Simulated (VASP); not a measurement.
Here is the system:

```yaml
crystal:
  lattice:
    - [0.00000, 2.16789, 2.16789]
    - [2.16789, 0.00000, 2.16789]
    - [2.16789, 2.16789, 0.00000]
  atoms:
    - { symbol: Be, position: [0.25000, 0.25000, 0.25000] }
    - { symbol: Be, position: [0.75000, 0.75000, 0.75000] }
    - { symbol: C, position: [0.00000, 0.00000, 0.00000] }
```

The numbers are results of optB86b-vdW, VASP's PBE PAW potentials (set 64) (plane waves; VASP 6.6.1), not measurements. Run with 520 eV cut-off, Gaussian smearing of 0.050 eV, potentials Be C.

Question: Give the energies of bands 2 to 7 at the high-symmetry points, in eV from the valence-band maximum.

Answer: 
```csv
band,Γ,X,U,L,W
2,0.00,-6.71,-6.78,-8.64,-6.18
3,0.00,-4.68,-6.23,-1.81,-5.84
4,0.00,-4.68,-3.94,-1.81,-5.84
5,4.18,1.24,3.36,5.06,5.75
6,4.18,5.78,8.33,5.06,8.18
7,4.18,13.25,11.57,7.05,9.56
```

The gap is indirect, 1.24 eV, from the valence maximum at Γ to the conduction minimum at X.

The compound is Be2C in the antifluorite structure. It was relaxed first.
